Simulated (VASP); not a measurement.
A VASP calculation is set up with these files.

File KPOINTS:
```
Regular mesh
0
gamma
  8 8 8
```

### POSCAR
```
Li2O
1.0
  0.0000000000   2.3450756760   2.3450756760
  2.3450756760   0.0000000000   2.3450756760
  2.3450756760   2.3450756760   0.0000000000
Li O
2 1
direct
  0.2500000000   0.2500000000   0.2500000000
  0.7500000000   0.7500000000   0.7500000000
  0.0000000000   0.0000000000   0.0000000000
```

**INCAR**
```
! general
SYSTEM   = Li2O
PREC     = Accurate
ENCUT    = 520
LREAL    = .False.
LASPH    = .True.

! electronic loop
EDIFF    = 1E-7
NELM     = 100
ALGO     = Normal

! smearing
ISMEAR   = 0
SIGMA    = 0.05

! functional
GGA      = MK
LUSE_VDW = .True.
AGGAC    = 0.0
PARAM1   = 0.1234568
PARAM2   = 0.7114
ZAB_VDW  = -1.8867

! ions
ISIF     = 2

! output
LWAVE    = .False.
LCHARG   = .False.
```

POTCAR, in this order: Li_sv O (PBE.64 set). Program: vasp_std.

**Question.** Write an equivalent input for Quantum ESPRESSO's pw.x.

**Answer.** One equivalent input (not run):
```
&CONTROL
  calculation = 'scf'
  pseudo_dir = './pseudo'
  outdir = './out'
  tprnfor = .true.
  tstress = .true.
/
&SYSTEM
  ibrav = 0
  nat = 3
  ntyp = 2
  ecutwfc = 84
  occupations = 'smearing'
  smearing = 'gaussian'
  degauss = 0.003675
  input_dft = 'vdw-df2-b86r'
/
&ELECTRONS
  conv_thr = 7.3e-09
  electron_maxstep = 100
/
ATOMIC_SPECIES
  Li 6.940 Li.upf
  O 15.999 O.upf
CELL_PARAMETERS angstrom
     0.0000000    2.3450757    2.3450757
     2.3450757    0.0000000    2.3450757
     2.3450757    2.3450757    0.0000000
ATOMIC_POSITIONS crystal
  Li   0.2500000  0.2500000  0.2500000
  Li   0.7500000  0.7500000  0.7500000
  O    0.0000000  0.0000000  0.0000000
K_POINTS automatic
  8 8 8 0 0 0
```
The two are equivalent in intent, not identical: the potentials are each code's own (VASP's PAW set, PseudoDojo norm-conserving files in pw.x), so ENCUT and ecutwfc are chosen apart and not converted; conv_thr bounds pw.x's estimated SCF error, while EDIFF bounds the energy change between steps.

The compound is Li2O in the antifluorite structure. This cell is one point of a volume scan, at 1.06 of the reference volume.
